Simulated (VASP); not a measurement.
Runs of VASP 6.6.1 on BN. It takes space group P6_3/mmc (No. 194, hexagonal). Conventional cell: a = 2.498 Å, b = 2.498 Å, c = 6.636 Å, α = 90.00°, β = 90.00°, γ = 120.00°. N (site symmetry -6m2) is surrounded by 3 B at 1.44 Å. Around B (site symmetry -6m2) lie 3 N at 1.44 Å. 

```tsv
task	level	potentials or basis	k mesh	cutoff (eV)	smearing	GW scheme	GW iterations	cutoff of the response function	frequency points	empty bands	mesh quality	gap on the mesh (eV)	pressure (GPa)
band structure	r2SCAN	VASP PAW PBE potentials, release 64 (N, B)	12 × 12 × 4	520	gaussian 0.02 eV	-	-	-	-	-	not flagged	(a)	1.5
band structure	PBE-EpsX	VASP PAW PBE potentials, release 64 (N, B)	8 × 8 × 4	520	gaussian 0.02 eV	-	-	-	-	-	not flagged	6.30	0.3
band structure	PBE	VASP PAW PBE potentials, release 64 (N_GW, B_GW)	12 × 12 × 4	450	gaussian 0.02 eV	-	-	-	-	-	not flagged	(b)	-
band structure	TB-mBJ	VASP PAW PBE potentials, release 64 (N, B)	12 × 12 × 4	520	gaussian 0.02 eV	-	-	-	-	-	not flagged	(c)	-
single point	PBE	VASP PAW PBE potentials, release 64 (N, B)	3 × 3 × 3	520	gaussian 0.02 eV	-	-	-	-	-	coarse	4.70	4.9
```

Alike in all rows: no spin polarisation; cell as given.

Question: Estimate the missing entries.

Answer: (a) 4.89; (b) 4.30; (c) 6.04.

Caveats: some runs use coarse meshes; the PAW data sets were made with another functional, which shifts forces and pressure a little (some runs); this functional lacks dispersion, which binds the layers, so the pressure and a relaxed spacing across them are unreliable (some runs); the cutoff is under 1.25 times the usual one of these potentials, so pressure, stress and relaxed cells hold a basis-set (Pulay) error (some runs); an odd mesh through Γ misses points on the zone boundary, where band edges often lie (some runs).

Not every run made on this cell is shown here.
